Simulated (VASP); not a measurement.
Output of a VASP run:

### OSZICAR
```
       N       E                     dE             d eps       ncg     rms          rms(c)
DAV:   1     0.113254412065E+03    0.11325E+03   -0.53172E+03  2236   0.963E+02
DAV:   2     0.196213373071E+01   -0.11129E+03   -0.10524E+03  2256   0.255E+02
DAV:   3    -0.689053299744E+01   -0.88527E+01   -0.86860E+01  3006   0.904E+01
DAV:   4    -0.732014560762E+01   -0.42961E+00   -0.42861E+00  3074   0.187E+01
DAV:   5    -0.733237243760E+01   -0.12227E-01   -0.12225E-01  3234   0.319E+00    0.672E+00
DAV:   6    -0.723640713207E+01    0.95965E-01   -0.40104E+00  2494   0.560E+01    0.418E+00
DAV:   7    -0.706984379941E+01    0.16656E+00   -0.93402E-01  2580   0.343E+01    0.239E+00
DAV:   8    -0.707243216931E+01   -0.25884E-02   -0.85629E-02  3604   0.529E+00    0.117E+00
DAV:   9    -0.706717027626E+01    0.52619E-02   -0.13810E-02  2974   0.342E+00    0.419E-01
DAV:  10    -0.706632219750E+01    0.84808E-03   -0.22462E-03  3452   0.115E+00    0.314E-01
DAV:  11    -0.706619993997E+01    0.12226E-03   -0.47859E-04  3454   0.336E-01    0.139E-01
DAV:  12    -0.706609162194E+01    0.10832E-03   -0.77318E-04  3118   0.936E-01    0.216E-02
DAV:  13    -0.706609373835E+01   -0.21164E-05   -0.10672E-04  3428   0.184E-01    0.407E-02
DAV:  14    -0.706609303841E+01    0.69994E-06   -0.16602E-06  2288   0.128E-02
   1 F= -.70660930E+01 E0= -.70660930E+01  d E =-.396439E-11  mag=     0.0000     0.0000    -0.0000
```

**OUTCAR**
```
------------------------ aborting loop because EDIFF is reached ----------------------------------------
  FORCE on cell =-STRESS in cart. coord.  units (eV):
  Direction    XX          YY          ZZ          XY          YZ          ZX
  --------------------------------------------------------------------------------------
  Total       -1.5339505     -1.5339505     -1.5339505     -0.0000000     -0.0000000     -0.0000000
  in kB      -44.3931338    -44.3931338    -44.3931338     -0.0000000     -0.0000000     -0.0000000
  external PRESSURE =     -44.3931338 kB  Pullay stress =       0.0000000 kB
  volume of cell :       55.36
      direct lattice vectors                 reciprocal lattice vectors
     0.000000000  3.025000000  3.025000000    -0.165289256  0.165289256  0.165289256
     3.025000000  0.000000000  3.025000000     0.165289256 -0.165289256  0.165289256
     3.025000000  3.025000000  0.000000000     0.165289256  0.165289256 -0.165289256
  FREE ENERGIE OF THE ION-ELECTRON SYSTEM (eV)
  ---------------------------------------------------
  free  energy   TOTEN  =        -7.0660930384 eV

  energy  without entropy=       -7.0660930384  energy(sigma->0) =       -7.06609304

 total charge

# of ion       s       p       d       tot
------------------------------------------
    1        0.340   0.269   9.333   9.942
    2        1.498   2.746   0.053   4.297
--------------------------------------------------
tot          1.837   3.015   9.386  14.239

 magnetization (x)

# of ion       s       p       d       tot
------------------------------------------
    1       -0.000   0.000   0.000   0.000
    2        0.000   0.000  -0.000  -0.000
--------------------------------------------------
tot         -0.000   0.000   0.000   0.000

 magnetization (y)

# of ion       s       p       d       tot
------------------------------------------
    1        0.000   0.000   0.000   0.000
    2        0.000   0.000  -0.000  -0.000
--------------------------------------------------
tot          0.000   0.000  -0.000   0.000

 magnetization (z)

# of ion       s       p       d       tot
------------------------------------------
    1        0.000  -0.000   0.000   0.000
    2       -0.000  -0.000  -0.000  -0.000
--------------------------------------------------
tot          0.000  -0.000   0.000   0.000

 Ion:    1  E_soc:     -0.0102351

 Ion:    2  E_soc:     -0.2666427
```
(Selected blocks of OUTCAR.)

### POSCAR
```
CuI
1
    0.0000000000     3.0250000000     3.0250000000
    3.0250000000     0.0000000000     3.0250000000
    3.0250000000     3.0250000000     0.0000000000
Cu I
1 1
Direct
  0.0000000000   0.0000000000   0.0000000000
  0.2500000000   0.2500000000   0.2500000000
```

### Question
Reconstruct the remaining input files.

### Answer
This is not unique; one that fits is the input of the run itself, LDA (Ceperley-Alder, Perdew-Zunger) with spin-orbit coupling, plane waves, VASP's LDA PAW potentials (set 64).

### INCAR
```
ALGO = Normal
EDIFF = 1E-6
ENCUT = 300
GGA_COMPAT = .FALSE.
ISIF = 2
ISMEAR = -1
LASPH = .TRUE.
LCHARG = .FALSE.
LMAXMIX = 4
LNONCOLLINEAR = .TRUE.
LORBIT = 11
LREAL = .FALSE.
LSORBIT = .TRUE.
LWAVE = .FALSE.
MAGMOM = 0.0 0.0 0.0 0.0 0.0 0.0
NELM = 100
PREC = Accurate
SIGMA = 0.02
SYSTEM = CuI
```

File KPOINTS:
```
K-points
0
gamma
 8 8 8
```

POTCAR, in this order: Cu I (LDA.64 set). Program: vasp_ncl.

At this cut-off the stress carries a Pulay error, which pulls relaxed volumes low.

The structure is a typed CuI crystal (F-43m). The cell was not relaxed at this level. The run is one of a series of settings (GGA_COMPAT = .FALSE., LNONCOLLINEAR = .TRUE., LSORBIT = .TRUE., MAGMOM = 0.0 0.0 0.0 0.0 0.0 0.0, program vasp_ncl against the base run), some of them coarse on purpose.
